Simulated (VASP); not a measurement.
# Na4Ir (F-43m) in VASP: notebook, part 2 of 2

VASP 6.6.1.

## 4. Relaxation of cell and atoms, PBE+D4

Input file INCAR:

```
SYSTEM = Na4Ir
PREC     = Accurate       ! precision mode
ENCUT    = 600            ! plane-wave cutoff, eV
EDIFF    = 1E-7           ! SCF threshold, eV
ISMEAR   = -1             ! smearing method
SIGMA    = 0.05           ! smearing width, eV
LREAL    = .False.        ! projectors in reciprocal space
LASPH    = .True.         ! aspherical terms in the spheres
NELM     = 100            ! most SCF steps
ALGO     = Fast           ! electronic algorithm
ISIF     = 3              ! what is computed and relaxed
LWAVE    = .False.        ! write WAVECAR
LCHARG   = .False.        ! write CHGCAR
GGA      = PE             ! functional
IVDW     = 13             ! dispersion correction
IBRION   = 2              ! ionic algorithm
NSW      = 60             ! ionic steps
EDIFFG   = -0.005         ! ionic threshold
```

Input file KPOINTS:

```
regular mesh
0
Gamma
  3 3 3
  0 0 0
```

Input file POSCAR:

```
Na4Ir
1.0
    0.0000000000      5.7735500000      5.7735500000
    5.7735500000      0.0000000000      5.7735500000
    5.7735500000      5.7735500000      0.0000000000
Na Ir
4 1
Direct
    0.8616800000      0.4149600000      0.8616800000
    0.8616800000      0.8616800000      0.4149600000
    0.8616800000      0.8616800000      0.8616800000
    0.4149600000      0.8616800000      0.8616800000
    0.0000000000      0.0000000000      0.0000000000
```

Potentials or basis: VASP PAW PBE potentials, release 64 (Na_pv, Ir).

On the command line:

```sh
$ cat potpaw_PBE.64/Na_pv/POTCAR potpaw_PBE.64/Ir/POTCAR > POTCAR
$ mpirun -np 1 vasp_std > vasp.out
```

OUTCAR:

```text
SYSTEM = Na4Ir
   PREC = Accurate
   ENCUT = 600
   EDIFF = 1E-7
   ISMEAR = -1
   LREAL = .False.
   LASPH = .True.
   NELM = 100
   ISIF = 3
   GGA = PE
   IVDW = 13
   IBRION = 2
   NSW = 60
   EDIFFG = -0.005

 ion  position               nearest neighbor table
   1  0.862  0.415  0.862-   5 2.77
   2  0.862  0.862  0.415-   5 2.77
   3  0.862  0.862  0.862-   5 2.77
   4  0.415  0.862  0.862-   5 2.77
   5  0.000  0.000  0.000-   1 2.77   2 2.77   4 2.77   3 2.77

  LATTYP: Found a face centered cubic cell.
 ALAT       =    11.5471000000

  Lattice vectors:

 A1 = (   0.0000000000,   5.7735500000,   5.7735500000)
 A2 = (   5.7735500000,   0.0000000000,   5.7735500000)
 A3 = (   5.7735500000,   5.7735500000,   0.0000000000)

Analysis of symmetry for initial positions (statically):
=====================================================================
 Subroutine PRICEL returns:
 Original cell was already a primitive cell.

 Routine SETGRP: Setting up the symmetry group for a
 face centered cubic supercell.

 Subroutine GETGRP returns: Found 24 space group operations
 (whereof 24 operations were pure point group operations)
 out of a pool of 48 trial point group operations.

The static configuration has the point symmetry T_d .

Analysis of symmetry for dynamics (positions and initial velocities):
=====================================================================
 Subroutine PRICEL returns:
 Original cell was already a primitive cell.

 Routine SETGRP: Setting up the symmetry group for a
 face centered cubic supercell.

 Subroutine GETGRP returns: Found 24 space group operations
 (whereof 24 operations were pure point group operations)
 out of a pool of 48 trial point group operations.

The dynamic configuration has the point symmetry T_d .

 Subroutine INISYM returns: Found 24 space group operations
 (whereof 24 operations are pure point group operations),
 and found     1 'primitive' translations

----------------------------------------------------------------------------------------

                                     Primitive cell

  volume of cell :     384.9096

  direct lattice vectors                    reciprocal lattice vectors
     0.000000000  5.773550000  5.773550000    -0.086601831  0.086601831  0.086601831
     5.773550000  0.000000000  5.773550000     0.086601831 -0.086601831  0.086601831
     5.773550000  5.773550000  0.000000000     0.086601831  0.086601831 -0.086601831

  length of vectors
     8.165032713  8.165032713  8.165032713     0.149998771  0.149998771  0.149998771

  position of ions in fractional coordinates (direct lattice)
     0.861680000  0.414960000  0.861680000
     0.861680000  0.861680000  0.414960000
     0.861680000  0.861680000  0.861680000
     0.414960000  0.861680000  0.861680000
     0.000000000  0.000000000  0.000000000

  ion indices of the primitive-cell ions
   primitive index   ion index
                 1           1
                 2           2
                 3           3
                 4           4
                 5           5

----------------------------------------------------------------------------------------

 KPOINTS: regular mesh

Automatic generation of k-mesh.
 Grid dimensions read from file:
 generate k-points for:    3    3    3

 Generating k-lattice:

  Cartesian coordinates                     Fractional coordinates (reciprocal lattice)
    -0.028867277  0.028867277  0.028867277     0.333333333  0.000000000  0.000000000
     0.028867277 -0.028867277  0.028867277     0.000000000  0.333333333  0.000000000
     0.028867277  0.028867277 -0.028867277     0.000000000  0.000000000  0.333333333

  Length of vectors
     0.049999590  0.049999590  0.049999590

  Shift w.r.t. Gamma in fractional coordinates (k-lattice)
     0.000000000  0.000000000  0.000000000

 Subroutine IBZKPT returns following result:
 ===========================================

 Found      4 irreducible k-points:

 Following reciprocal coordinates:
            Coordinates               Weight
  0.000000  0.000000  0.000000      1.000000
  0.333333  0.000000  0.000000      8.000000
  0.333333  0.333333  0.000000      6.000000
 -0.333333  0.333333  0.000000     12.000000
   k-points           NKPTS =      4   k-points in BZ     NKDIM =      4   number of bands    NBANDS=     22
   number of dos      NEDOS =    301   number of ions     NIONS =      5
   total plane-waves  NPLWV = 343000
   dimension x,y,z NGX =    70 NGY =   70 NGZ =   70
   dimension x,y,z NGXF=   140 NGYF=  140 NGZF=  140
   ions per type =               4   1
   NGX,Y,Z   is equivalent  to a cutoff of  14.25, 14.25, 14.25 a.u.
   NGXF,Y,Z  is equivalent  to a cutoff of  28.51, 28.51, 28.51 a.u.
 SYSTEM =  Na4Ir
   PREC   = accura    normal or accurate (medium, high low for compatibility)
   ISTART =      0    job   : 0-new  1-cont  2-samecut
   ICHARG =      2    charge: 1-file 2-atom 10-const
   ISPIN  =      1    spin polarized calculation?
   LNONCOLLINEAR =      F non collinear calculations
   LSORBIT =      F    spin-orbit coupling
   LASPH  =      T    aspherical Exc in radial PAW
   ENCUT  =  600.0 eV  44.10 Ry    6.64 a.u.  16.31 16.31 16.31*2*pi/ulx,y,z
   NELM   =    100;   NELMIN=  2; NELMDL= -5     # of ELM steps
   EDIFF  = 0.1E-06   stopping-criterion for ELM
   LREAL  =      F    real-space projection
   EDIFFG = -.5E-02   stopping-criterion for IOM
   NSW    =     60    number of steps for IOM
   IBRION =      2    ionic relax: 0-MD 1-quasi-New 2-CG
   NFREE  =      1    steps in history (QN), initial steepest desc. (CG)
   ISIF   =      3    stress and relaxation
   ISYM   =      2    0-nonsym 1-usesym 2-fastsym
   POTIM  = 0.5000    time-step for ionic-motion
   TEBEG  =    0.0;   TEEND  =   0.0 temperature during run
   PSTRESS=    0.0 pullay stress
   NELECT =      37.0000    total number of electrons
   NUPDOWN=      -1.0000    fix difference up-down
   EMIN   =  10.00;   EMAX   =-10.00  energy-range for DOS
   EFERMI =   0.00;   METHOD = LEGACY
   ISMEAR =    -1;   SIGMA  =   0.05  broadening in eV -4-tet -1-fermi 0-gaus
   EFERMI_NEDOS =   21; number of points for ismear=-14 and -15
   IALGO  =     68    algorithm
   IMIX   =      4    mixing-type and parameters
     AMIX     =   0.40;   BMIX     =  1.00
     AMIX_MAG =   1.60;   BMIX_MAG =  1.00
  volume/ion in A,a.u.               =      76.98       519.50
  Fermi-wavevector in a.u.,A,eV,Ry     =   0.749933  1.417168  7.651910  0.562400
  Thomas-Fermi vector in A             =   1.846567
   LORBIT       =      0    0 simple, 1 ext, 2 COOP (PROOUT), +10 PAW based schemes
   GGA     = PE    functional components
   LHFCALC =     F    Hartree Fock is set to
   AEXX    =    0.0000 exact exchange contribution
   IVDW    =    13    specifies the selected vdW correction
   LEPSILON=     F    determine dielectric tensor
   LRPA    =     F    only Hartree local field effects (RPA)
 conjugate gradient relaxation of ions
 non-spin polarized calculation
 RMM-DIIS sequential band-by-band and
  energy-cutoff  :      600.00
  volume of cell :      384.91
 maximum number of plane-waves:     12891
 NGX is ok and might be reduce to    70
   NGX = 33   NGY = 33   NGZ = 33

--------------------------------------- Ionic step        1  -------------------------------------------

 number of electron      36.9999999 magnetization

 Free energy of the ion-electron system (eV)
  ---------------------------------------------------
  ext. energy  EPLUGINS =         0.00000000
  ---------------------------------------------------
  free energy    TOTEN  =        -9.13406980 eV

  energy without entropy =       -9.00473453  energy(sigma->0) =       -9.06940217

------------------------ aborting loop because EDIFF is reached ----------------------------------------

  DFT-D4 for vdW energy calculation

  Edisp (eV):   -0.27228
[... 335 lines left out ...]
--------------------------------------- Ionic step        9  -------------------------------------------

 number of electron      37.0000005 magnetization

 Free energy of the ion-electron system (eV)
  ---------------------------------------------------
  ext. energy  EPLUGINS =         0.00000000
  ---------------------------------------------------
  free energy    TOTEN  =        -9.13116457 eV

  energy without entropy =       -9.00230460  energy(sigma->0) =       -9.06673458

 E-fermi :  -1.5068     XC(G=0):  -4.2530

 val. band max:       -1.5257520526   @ k =  -0.3333   0.3333   0.0000
 cond. band min:      -1.4890791365   @ k =   0.0000   0.0000   0.0000
 fundamental gap:      0.0366729161
 Fermi energy:        -1.5068136708

 k-point     1 :       0.0000    0.0000    0.0000
  band No.  band energies     occupation
      1     -26.0693      2.00000
      2     -26.0693      2.00000
      3     -26.0690      2.00000
      4     -26.0690      2.00000
      5     -26.0690      2.00000
      6     -26.0611      2.00000
[... 14 lines left out ...]
     21       0.5023      0.00000
     22       0.5023      0.00000

 k-point     2 :       0.3333    0.0000    0.0000
  band No.  band energies     occupation
      1     -26.0692      2.00000
      2     -26.0692      2.00000
      3     -26.0689      2.00000
      4     -26.0687      2.00000
      5     -26.0687      2.00000
      6     -26.0615      2.00000
[... 14 lines left out ...]
     21       0.1334      0.00000
     22       0.1334      0.00000

 k-point     3 :       0.3333    0.3333    0.0000
  band No.  band energies     occupation
      1     -26.0692      2.00000
      2     -26.0690      2.00000
      3     -26.0688      2.00000
      4     -26.0687      2.00000
      5     -26.0686      2.00000
      6     -26.0616      2.00000
[... 14 lines left out ...]
     21      -0.2832      0.00000
     22       0.2047      0.00000

 k-point     4 :      -0.3333    0.3333    0.0000
  band No.  band energies     occupation
      1     -26.0692      2.00000
      2     -26.0690      2.00000
      3     -26.0689      2.00000
      4     -26.0686      2.00000
      5     -26.0685      2.00000
      6     -26.0617      2.00000
[... 50 lines left out ...]
  FREE ENERGIE OF THE ION-ELECTRON SYSTEM (eV)
  ---------------------------------------------------
  free  energy   TOTEN  =        -9.4084275156 eV

  energy  without entropy=       -9.2795675482  energy(sigma->0) =       -9.34399753

 reached required accuracy - stopping structural energy minimisation
```

Run time: 15 min. Hardware: 1 thread of Intel Xeon Platinum 8259CL at 2.50GHz (Skylake/Cascade Lake), shared host; peak memory 0.75 GiB.

Results:

```
Free energy                            : -9.4084 eV
Relaxed volume                         : 75.37 Å³/atom
Relaxed cell                           : a = 8.108 Å, b = 8.108 Å, c = 8.108 Å, α = 60.00°, β = 60.00°, γ = 60.00°
Space group after relaxing (to 0.05 Å) : F-43m (No. 216)
Energy gained by relaxing              : 0.4 meV/atom
Ionic steps                            : 9
Pressure after relaxing                : 0.0 GPa
Band gap on the k mesh                 : none (metal or under the smearing width)
Dispersion energy per atom             : -0.055 eV
```

The path:
| step | energy change (eV) | largest force (eV/Å) | pressure (GPa) | volume (Å³) |
| --- | --- | --- | --- | --- |
| 1 | 0.0000 | 0.0197 | -0.06 | 384.91 |
| 2 | -0.0006 | 0.0219 | -0.04 | 383.35 |
| 3 | -0.0012 | 0.0262 | -0.02 | 380.75 |
| 4 | -0.0014 | 0.0346 | 0.04 | 375.58 |
| 5 | -0.0015 | 0.0311 | 0.01 | 377.85 |
| 6 | -0.0018 | 0.0209 | 0.01 | 377.52 |
| 7 | -0.0020 | 0.0077 | 0.00 | 377.09 |
| 8 | -0.0019 | 0.0187 | 0.00 | 376.24 |
| 9 | -0.0021 | 0.0005 | 0.00 | 376.85 |

Final structure:
```
Na Ir
1.0
     0.00000    5.73294    5.73294
     5.73294    0.00000    5.73294
     5.73294    5.73294    0.00000
Na Ir
4 1
Direct
  0.86098 0.41707 0.86098
  0.86098 0.86098 0.41707
  0.86098 0.86098 0.86098
  0.41707 0.86098 0.86098
  0.00000 0.00000 0.00000
```

Caveat: pairwise dispersion overbinds metals, which lowers pressure and volume. The run has no spin-orbit coupling, so splittings on Ir are missing.

## 5. Relaxation of cell and atoms, PBE+TS

Changes to INCAR since step 4:

```diff
@@ -14,3 +14,3 @@
 GGA      = PE             ! functional
-IVDW     = 13             ! dispersion correction
+IVDW     = 2              ! dispersion correction
 IBRION   = 2              ! ionic algorithm
```

KPOINTS is that of step 4.

POSCAR is that of step 4.

On the command line:

```sh
$ cat potpaw_PBE.64/Na_pv/POTCAR potpaw_PBE.64/Ir/POTCAR > POTCAR
$ mpirun -np 1 vasp_std > vasp.out
```

Wall time 16 min (1 thread of Intel Xeon Platinum 8259CL at 2.50GHz (Skylake/Cascade Lake), shared host); peak memory 0.76 GiB.

Results (log left out):

- Free energy: -11.1311 eV
- Relaxed volume: 68.22 Å³/atom
- Relaxed cell: a = 7.843 Å, b = 7.843 Å, c = 7.843 Å, α = 60.00°, β = 60.00°, γ = 60.00°
- Space group after relaxing (to 0.05 Å): F-43m (No. 216)
- Energy gained by relaxing: 26.3 meV/atom
- Ionic steps: 8
- Pressure after relaxing: 0.0 GPa
- Largest force after relaxing: 0.005 eV/Å
- Band gap on the k mesh: none (metal or under the smearing width)
- Hirshfeld charges: Na +0.14; Ir -0.55 e
- Dispersion energy per atom: -0.422 eV

Forces on the atoms (eV/Å):
```
Na  -0.003  0.003 -0.003
Na  -0.003 -0.003  0.003
Na   0.003  0.003  0.003
Na   0.003 -0.003 -0.003
Ir   0.000  0.000  0.000
```

The path:
| step | energy change (eV) | largest force (eV/Å) | pressure (GPa) | volume (Å³) |
| --- | --- | --- | --- | --- |
| 1 | 0.0000 | 0.1150 | -0.87 | 384.91 |
| 2 | -0.0966 | 0.0486 | -0.44 | 362.11 |
| 3 | -0.1190 | 0.1866 | -0.08 | 348.22 |
| 4 | -0.1194 | 0.2037 | -0.04 | 346.63 |
| 5 | -0.1272 | 0.1192 | -0.02 | 344.26 |
| 6 | -0.1303 | 0.0611 | 0.00 | 342.65 |
| 7 | -0.1309 | 0.0573 | 0.03 | 339.46 |
| 8 | -0.1315 | 0.0048 | 0.01 | 341.11 |

Final structure:
```
Na Ir
1.0
     0.00000    5.54567    5.54567
     5.54567    0.00000    5.54567
     5.54567    5.54567    0.00000
Na Ir
4 1
Direct
  0.86251 0.41246 0.86251
  0.86251 0.86251 0.41246
  0.86251 0.86251 0.86251
  0.41246 0.86251 0.86251
  0.00000 0.00000 0.00000
```

Levels at points of the mesh, in eV from the Fermi level:
| k point | band 17 | band 18 | band 19 | band 20 | band 21 | band 22 |
| --- | --- | --- | --- | --- | --- | --- |
| (0.00, 0.00, 0.00) | -0.17 | -0.17 | 0.15 | 2.15 | 2.15 | 2.15 |

Caveat: atom-pairwise D2, TS and ULG terms overbind metals; pairwise dispersion overbinds metals, which lowers pressure and volume. Spin-orbit coupling is left out, which matters for the levels of Ir.

## 6. The runs side by side

| level | gap on the mesh (eV) | pressure (GPa) | relaxed volume (Å³/atom) |
| --- | --- | --- | --- |
| PBE+D3 | none | 0.0 | 76.17 |
| PBE+D3(BJ) | none | 0.0 | 74.50 |
| PBE+D4 | none | 0.0 | 75.37 |
| PBE+TS | none | 0.0 | 68.22 |

Alike in all rows: task relaxation of cell and atoms; potentials or basis VASP PAW PBE potentials, release 64 (Na_pv, Ir); no spin polarisation; cell relaxed; k mesh 3 × 3 × 3; cutoff (eV) 600; smearing fermi-dirac 0.05 eV.

Caveats: pairwise dispersion overbinds metals, which lowers pressure and volume; atom-pairwise D2, TS and ULG terms overbind metals (some runs).

Absolute energies hang on the potentials; compare differences alone.
